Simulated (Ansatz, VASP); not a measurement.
# BaTiO3 in two plane-wave programs, part 2 of 2

One calculation is typed for both programs; each brings its own data sets. How far apart do they land? The structure shown is the start of the Ansatz relaxation below; VASP solves that cell, so the two are compared at the walk's first step.

VASP 6.6.1 and Ansatz 0.2.0.

So far. Step 4 (Differences): The forces differ by 28 meV/Å r.m.s., which is 70.8 % of the r.m.s. force of 0.039 eV/Å (both taken over all components).

## (6) Ansatz: relaxation, LDA

Level of this step: Ansatz beside VASP: Kohn-Sham DFT, plane waves, LDA (Ansatz).

The two programs are compared at the cell with which this relaxation starts, whose forces are those of its first step. The cell compared in this pair holds 63.10 Å³, against 60.07 Å³ for the pair before.

The structure compared here is the start of the Ansatz relaxation; VASP solves that cell, so the two are compared at the walk's first step.

input.yaml reads:

```yaml
crystal:
  lattice:
    - [4.0055101607, 0.0, 0.0]
    - [0.0, 4.0055101607, 0.0]
    - [0.0, 0.0, 3.9328212766]
  atoms:
    - { symbol: O, position: [0.5, 0.5, 0.0184980206] }
    - { symbol: O, position: [0.5, 0.0, 0.5136761223] }
    - { symbol: O, position: [0.0, 0.5, 0.5136761223] }
    - { symbol: Ti, position: [0.5, 0.5, 0.49386682] }
    - { symbol: Ba, position: [0.0, 0.0, 0.0032829149] }
kpoints:
  mp_grid: { grid: [8, 8, 8] }
hamiltonian:
  xc: lda
  pseudopotentials: { kind: paw, azcp: { folder: soft_1 }, xc_functional: pbe }
scf:
  occupations: { method: fixed }
output:
  forces: true
  stress: true
  eigenvalues: true
relax:
  adjacent_minimum: "off"
  f_tol: 0.001
  max_steps: 60
  cell: { stress_tol: 0.01, fix: [a, b, gamma] }
```

Launch:

```sh
ansatz run input.yaml --threads 8 --pin off --max-ram 20480MiB --backend cpu --events-out ev --progress --plain --runs-dir out
```

Numbers of over 12 decimals in the logs are rounded to 6 here.

Output:

```text
[...]
Crystal: 5 atoms, lattice volume = 63.099 Å³
Basis set: ecut = 420 eV, 1229 PW (Γ)
Bands: 25, of which v1, the nominal top of the filled ones, is band 20 counted from 1 (19 counted from 0)
Symmetry: 8 space group operations
[...]
k-points: 75 of 512 (time reversal used)
[...]
--- Relaxed structure (9 steps of the walk, 9 accepted, 2 SCFs on fresh bases) ---
[...]
cell:  # Å, volume = 62.5166 Å³
    - [4.0055101607, 0.0, 0]
    - [0.0, 4.0055101607, 0.0]
    - [0, 0.0, 3.896542]
  atoms:
    - { symbol: O, position: [0.5, 0.5, 0.014613] }
    - { symbol: O, position: [0.5, 0.0, 0.511737] }
    - { symbol: O, position: [0, 0.5, 0.511737] }
    - { symbol: Ti, position: [0.5, 0.5, 0.499478] }
    - { symbol: Ba, position: [0, 0.0, 0.0054342] }
[key lines of the parts left out:]
SCF converged after 7 iterations
Free energy (F): -9904.588190 eV
Fermi energy:    10.271521 eV
P = ⅓ Tr σ = -4.2807 GPa (-42.807 kbar)
```

## (7) VASP: single point, LDA, start cell, pair 2

The same cell, functional (in two slightly different forms) and mesh now go to VASP, with its own data sets.

INCAR reads:

```
SYSTEM = BaTiO3
PREC = Accurate
ENCUT = 520
EDIFF = 1E-06
NELM = 120
ISMEAR = 0
SIGMA = 0.01
LREAL = .FALSE.
ALGO = Normal
GGA = CA
NBANDS = 26
LASPH = .TRUE.
LORBIT = 11
LWAVE = .FALSE.
LCHARG = .FALSE.
ISIF = 2
GGA_COMPAT = .FALSE.
EFERMI = MIDGAP
KPAR = 2
```

POSCAR reads:

```
BaTiO3
1.0
    4.0055100000      0.0000000000      0.0000000000
    0.0000000000      4.0055100000      0.0000000000
    0.0000000000      0.0000000000      3.9328210000
O Ti Ba
3 1 1
Direct
    0.5000000000      0.5000000000      0.0184979179
    0.5000000000      0.0000000000      0.5136760610
    0.0000000000      0.5000000000      0.5136760610
    0.5000000000      0.5000000000      0.4938668706
    0.0000000000      0.0000000000      0.0032828852
```

KPOINTS reads:

```
Automatic mesh
0
Gamma
8 8 8
0 0 0
```

The projector-augmented-wave data sets are O, Ti_sv and Ba_sv (LDA family, release 64).

Launch:

```sh
mpirun -np 2 vasp_std
```

Output:

```text
[... set-up lines as in an earlier step ...]
 entering main loop
       N       E                     dE             d eps       ncg     rms          rms(c)
DAV:   1     0.438970390922E+03    0.43897E+03   -0.21340E+04  3900   0.167E+03
DAV:   2    -0.839481022890E+01   -0.44737E+03   -0.43301E+03  4586   0.456E+02
DAV:   3    -0.527142610161E+02   -0.44319E+02   -0.44063E+02  5520   0.140E+02
DAV:   4    -0.546388603166E+02   -0.19246E+01   -0.19217E+01  5738   0.258E+01
[...]
DAV:  13    -0.441320621793E+02    0.13573E-04   -0.92701E-05  5874   0.897E-02    0.191E-02
DAV:  14    -0.441320591483E+02    0.30310E-05   -0.27964E-05  4532   0.330E-02    0.573E-03
DAV:  15    -0.441320591021E+02    0.46160E-07   -0.16886E-06  2754   0.108E-02
   1 F= -.44132059E+02 E0= -.44132059E+02  d E =0.000000E+00
```

From OUTCAR (step 7):

```text
  Total       -2.0455318     -2.0455318      0.0558930      0.0000000      0.0000000      0.0000000
  in kB      -51.9394086    -51.9394086      1.4192159      0.0000000      0.0000000      0.0000000
  external PRESSURE =     -34.1532005 kB  Pullay stress =       0.0000000 kB

 POSITION                                       TOTAL-FORCE (eV/Angst)
 -----------------------------------------------------------------------------------
      2.00276      2.00276      0.07275         0.000000      0.000000     -0.023216
      2.00276      0.00000      2.02020         0.000000      0.000000     -0.019466
      0.00000      2.00276      2.02020        -0.000000     -0.000000     -0.019466
      2.00276      2.00276      1.94229         0.000000     -0.000000      0.044540
      0.00000      0.00000      0.01291         0.000000      0.000000      0.017608
 -----------------------------------------------------------------------------------
    total drift:                                0.000000      0.000000     -0.000682

  FREE ENERGIE OF THE ION-ELECTRON SYSTEM (eV)
  ---------------------------------------------------
  free  energy   TOTEN  =       -44.1320591021 eV

  energy  without entropy=      -44.1320591021  energy(sigma->0) =      -44.13205910

[... 1 part as in an earlier step ...]

[... 2 further parts left out ...]
[key lines of the parts left out:]
E-fermi :   4.4989
```

The run ends at a pressure of -3.42 GPa, with forces up to 0.045 eV/Å.

## (8) Comparison

At this near-relaxed geometry the largest component of a force difference is 64 meV/Å.

## (9) Further runs

Further runs change the set-up of one program: Ansatz's method, potentials or start, or VASP's data sets, cutoff or form of LDA. The table gives that difference for each run.

```
                         run  r.m.s. force difference (meV/Å)
                    as above                               24
VASP with a cutoff of 600 eV (perhaps on Ansatz's relaxed cell)                               15
```

## (10) Ansatz: relaxation, LDA

The two programs are compared at the cell with which this relaxation starts, whose forces are those of its first step. The cell compared in this pair holds 63.75 Å³, against 63.10 Å³ for the pair before.

The structure compared here is the start of the Ansatz relaxation; VASP solves that cell, so the two are compared at the walk's first step.

input.yaml, the sections that differ from step 6:

```yaml
crystal:
  lattice:
    - [4.0447798682, 0.0, 0.0]
    - [0.0, 4.0447798682, 0.0]
    - [0.0, 0.0, 3.896541918]
  atoms:
    - { symbol: O, position: [0.5, 0.5, 0.0146132665] }
    - { symbol: O, position: [0.5, 0.0, 0.511737292] }
    - { symbol: O, position: [0.0, 0.5, 0.511737292] }
    - { symbol: Ti, position: [0.5, 0.5, 0.4994779447] }
    - { symbol: Ba, position: [0.0, 0.0, 0.0054342048] }
# kpoints, hamiltonian, scf, output, relax: as in step 6
```

Launch:

```sh
ansatz run input.yaml --threads 8 --pin off --max-ram 20480MiB --backend cpu --events-out ev --progress --plain --runs-dir out
```

Output:

```text
[...]
Crystal: 5 atoms, lattice volume = 63.748 Å³
Basis set: ecut = 420 eV, 1253 PW (Γ)
Bands: 25, of which v1, the nominal top of the filled ones, is band 20 counted from 1 (19 counted from 0)
Symmetry: 8 space group operations
[...]
k-points: 75 of 512 (time reversal used)
[...]
--- Relaxed structure (9 steps of the walk, 9 accepted, 2 SCFs on fresh bases) ---
[...]
cell:  # Å, volume = 63.2569 Å³
    - [4.0447798682, 0.0, 0]
    - [0.0, 4.0447798682, 0.0]
    - [0, 0.0, 3.866502]
  atoms:
    - { symbol: O, position: [0.5, 0.5, 0.00858515] }
    - { symbol: O, position: [0.5, 0.0, 0.508592] }
    - { symbol: O, position: [0, 0.5, 0.508592] }
    - { symbol: Ti, position: [0.5, 0.5, 0.508622] }
    - { symbol: Ba, position: [0, 0.0, 0.00860844] }
[key lines of the parts left out:]
SCF converged after 6 iterations
Free energy (F): -9904.527860 eV
Fermi energy:    10.133244 eV
P = ⅓ Tr σ = -6.2146 GPa (-62.146 kbar)
```

## (11) VASP: single point, LDA, start cell, pair 3

The same cell, functional (in two slightly different forms) and mesh now go to VASP, with its own data sets.

INCAR is that of step 7.

POSCAR reads:

```
BaTiO3
1.0
    4.0447800000      0.0000000000      0.0000000000
    0.0000000000      4.0447800000      0.0000000000
    0.0000000000      0.0000000000      3.8965420000
O Ti Ba
3 1 1
Direct
    0.5000000000      0.5000000000      0.0146132135
    0.5000000000      0.0000000000      0.5117373302
    0.0000000000      0.5000000000      0.5117373302
    0.5000000000      0.5000000000      0.4994779987
    0.0000000000      0.0000000000      0.0054343056
```

KPOINTS is that of step 7.

Launch:

```sh
mpirun -np 2 vasp_std
```

Output:

```text
[... set-up lines as in an earlier step ...]
 entering main loop
       N       E                     dE             d eps       ncg     rms          rms(c)
DAV:   1     0.434522178989E+03    0.43452E+03   -0.21283E+04  3900   0.167E+03
DAV:   2    -0.918457784184E+01   -0.44371E+03   -0.42914E+03  4668   0.450E+02
DAV:   3    -0.526444152051E+02   -0.43460E+02   -0.42961E+02  5470   0.138E+02
DAV:   4    -0.546741539061E+02   -0.20297E+01   -0.20265E+01  5834   0.260E+01
[...]
DAV:  12    -0.440824559499E+02    0.35825E-04   -0.32154E-04  4554   0.187E-01    0.227E-02
DAV:  13    -0.440824443149E+02    0.11635E-04   -0.65798E-05  5774   0.711E-02    0.137E-02
DAV:  14    -0.440824441577E+02    0.15721E-06   -0.45276E-06  4794   0.144E-02
   1 F= -.44082444E+02 E0= -.44082444E+02  d E =0.000000E+00
```

Parts of OUTCAR (step 11):

```text
  Total       -3.2005234     -3.2005234      0.0656441      0.0000000      0.0000000      0.0000000
  in kB      -80.4382127    -80.4382127      1.6498212      0.0000000      0.0000000      0.0000000
  external PRESSURE =     -53.0755348 kB  Pullay stress =       0.0000000 kB

 POSITION                                       TOTAL-FORCE (eV/Angst)
 -----------------------------------------------------------------------------------
      2.02239      2.02239      0.05694         0.000000     -0.000000     -0.018160
      2.02239      0.00000      1.99401         0.000000     -0.000000     -0.010570
      0.00000      2.02239      1.99401        -0.000000     -0.000000     -0.010570
      2.02239      2.02239      1.94624         0.000000      0.000000      0.028959
      0.00000      0.00000      0.02118         0.000000     -0.000000      0.010340
 -----------------------------------------------------------------------------------
    total drift:                                0.000000      0.000000      0.000360

  FREE ENERGIE OF THE ION-ELECTRON SYSTEM (eV)
  ---------------------------------------------------
  free  energy   TOTEN  =       -44.0824441577 eV

  energy  without entropy=      -44.0824441577  energy(sigma->0) =      -44.08244416

[... 1 part as in an earlier step ...]

[... 2 further parts left out ...]
[key lines of the parts left out:]
E-fermi :   4.4020
```

The run ends at a pressure of -5.31 GPa, with forces up to 0.029 eV/Å.

## (12) Comparison

At this near-relaxed geometry the largest component of a force difference is 44 meV/Å.

## (13) What came out

```json
{
 "r.m.s. force difference (single point, LDA, start cell, pair 1)": "28 meV/Å",
 "r.m.s. force difference (single point, LDA, start cell, pair 2)": "24 meV/Å",
 "r.m.s. force difference (single point, LDA, start cell, pair 3)": "16 meV/Å"
}
```

In words: The r.m.s. force difference is 28 meV/Å (single point, LDA, start cell, pair 1), beyond the 12 meV/Å picked in this series as the mark of a large difference. Single point, LDA, start cell, pair 2, VASP with a cutoff of 600 eV (perhaps on Ansatz's relaxed cell): r.m.s. force difference goes from 24 to 15 meV/Å. What causes the difference of the single point, LDA, start cell, pair 3 pair stays open here. 8 further runs of this series are not shown here. Such differences can come from data sets, numerical settings and the points named under the comparisons, not from the functional's error against experiment.

[Lines on the potential files, build, host, timing and source positions are cut from VASP's logs without a mark.]

[Logs are printed without paths, hosts, clocks, repeated set-up lines and the standing remarks that a program may print on its own settings, such as how far it seeks lower states.]

[Hosts, paths, dates, database ids (printed as entryN), source tags and the programs' standing remarks are cut or masked in the printed files.]

[Rows of further runs with another cutoff or data set may stand on the cell that Ansatz relaxed, not on the start cell of the pair above them.]
